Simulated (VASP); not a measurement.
A run of VASP 6.6.1:

File INCAR:

```
ALGO = Fast
EDIFF = 1E-4
EDIFFG = -0.08
ENCUT = 520
GGA = PE
IBRION = 2
ISIF = 3
ISMEAR = 0
LASPH = T
LCHARG = F
LREAL = Auto
LWAVE = F
NELM = 60
NSW = 24
PREC = Normal
SIGMA = 0.15
```

The input KPOINTS:

```
k-points
0
Gamma
  2 2 3
```

The input POSCAR:

```
HfTeSe5
1.0
    8.5000000000      0.0000000000      0.0000000000
    0.0000000000      8.5000000000      0.0000000000
    0.0000000000      0.0000000000      5.2000000000
Hf Te Se
2 2 10
Direct
    0.5000000000      0.0000000000      0.2200000000
    0.0000000000      0.5000000000      0.7800000000
    0.0000000000      0.0000000000      0.0000000000
    0.5000000000      0.5000000000      0.0000000000
    0.8980000000      0.2120000000      0.7300000000
    0.7880000000      0.8980000000      0.2700000000
    0.2120000000      0.1020000000      0.2700000000
    0.1020000000      0.7880000000      0.7300000000
    0.5000000000      0.0000000000      0.7400000000
    0.7120000000      0.6020000000      0.7300000000
    0.3980000000      0.7120000000      0.2700000000
    0.6020000000      0.2880000000      0.2700000000
    0.2880000000      0.3980000000      0.7300000000
    0.0000000000      0.5000000000      0.2600000000
```

Potentials or basis: VASP PAW PBE potentials, release 64 (Hf_pv, Te, Se).

Run with:

```sh
$ cat potpaw_PBE.64/Hf_pv/POTCAR potpaw_PBE.64/Te/POTCAR potpaw_PBE.64/Se/POTCAR > POTCAR
$ mpirun -np 1 vasp_std > vasp.out
```

Hardware: 1 thread of Intel(R) Xeon(R) Platinum 8488C (Sapphire Rapids), with other jobs on the host.

Q: How long does it take, and how much memory?

A: It took 8.5 min on 1 thread of Intel(R) Xeon(R) Platinum 8488C (Sapphire Rapids) (shared host), peak memory 0.33 GiB. Counts: scf iterations 105, k points 6, ion steps 13.
